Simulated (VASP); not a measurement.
A run of VASP 6.6.1:

File INCAR:

```
ALGO     = Fast           # electronic algorithm
EDIFF    = 1E-6           # SCF threshold, eV
EDIFFG   = -0.005         # ionic threshold
ENCUT    = 600            # plane-wave cutoff, eV
GGA      = PS             # functional
IBRION   = 2              # ionic algorithm
ISIF     = 3              # what is computed and relaxed
ISMEAR   = 0              # smearing method
LASPH    = T              # aspherical terms in the spheres
LCHARG   = F              # write CHGCAR
LREAL    = F              # projectors in reciprocal space
LWAVE    = F              # write WAVECAR
NELM     = 100            # most SCF steps
NSW      = 80             # ionic steps
PREC     = Accurate       # precision mode
PSTRESS  = 180.0        
SIGMA    = 0.05           # smearing width, eV
```

File KPOINTS:

```
k-points
0
Gamma
  12 12 12
```

The input POSCAR:

```
LaS
1.0
    0.0000000000      2.7698291284      2.7698291284
    2.7698291284      0.0000000000      2.7698291284
    2.7698291284      2.7698291284      0.0000000000
La S
1 1
Direct
    0.0000000000      0.0000000000      0.0000000000
    0.5000000000      0.5000000000      0.5000000000
```

Potentials or basis: VASP PAW PBE potentials, release 64 (La, S).

Launch:

```sh
$ cat potpaw_PBE.64/La/POTCAR potpaw_PBE.64/S/POTCAR > POTCAR
$ mpirun -np 1 vasp_std > vasp.out
```

Hardware: 1 thread of Intel(R) Xeon(R) Platinum 8488C (Sapphire Rapids) (shared host).

Task: How long does it take, and how much memory?

Result: It took 120 s on 1 thread of Intel(R) Xeon(R) Platinum 8488C (Sapphire Rapids), with other jobs on the host, peak memory 0.25 GiB. Counts: scf iterations 59, k points 72, ion steps 3.
